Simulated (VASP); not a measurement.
The input files of a VASP run:

KPOINTS:
```
Regular mesh
0
G
 10 10 10
```

**POSCAR**
```
MoSi
1.0
  0.0000000000   2.7481482190   2.7481482190
  2.7481482190   0.0000000000   2.7481482190
  2.7481482190   2.7481482190   0.0000000000
Mo Si
1 1
Direct
  0.0000000000   0.0000000000   0.0000000000
  0.2500000000   0.2500000000   0.2500000000
```

### INCAR
```
ALGO  =  Normal
EDIFF  =  1E-6
EDIFFG  =  -0.01
ENCUT  =  400
GGA  =  PS
IBRION  =  2
ISIF  =  3
ISMEAR  =  1
LASPH  =  .TRUE.
LCHARG  =  .FALSE.
LMAXMIX  =  4
LREAL  =  .FALSE.
LWAVE  =  .FALSE.
NELM  =  100
NSW  =  60
PREC  =  Accurate
SIGMA  =  0.1
SYSTEM  =  MoSi
```

POTCAR, in this order: Mo_sv Si (PBE.64 set). Program: vasp_std.

Q: Write an equivalent input for Ansatz.

A: One equivalent input (not run):
Ansatz 0.2 input:
```yaml
crystal:
  lattice:
    - [0.0000000, 2.7481482, 2.7481482]
    - [2.7481482, 0.0000000, 2.7481482]
    - [2.7481482, 2.7481482, 0.0000000]
  atoms:
    - { symbol: Mo, position: [0.0000000, 0.0000000, 0.0000000] }
    - { symbol: Si, position: [0.2500000, 0.2500000, 0.2500000] }
kpoints:
  mp_grid: { grid: [10, 10, 10] }
hamiltonian:
  xc: pbesol
  pseudopotentials: { kind: paw }
scf:
  occupations: { method: methfessel_paxton, width: 0.1 }
  max_iter: 100
relax:
  max_steps: 60
  f_tol: 0.01
  cell: {}
output: { forces: true, stress: true, eigenvalues: true }
```
Limits of the translation: each code has its own PAW files, so the cut-off isn't converted (ENCUT is set for VASP's; basis.ecutwfc is left out, and Ansatz then takes the one that its files recommend); Ansatz stops its SCF on the density residual and VASP on the energy change (EDIFF).

The structure was generated: MoSi was put into the zinc blende type (F-43m), which need not be its known phase. This run relaxes it. Symmetry was kept, so distortions that lower it aren't found. The start is the result of an earlier pass.
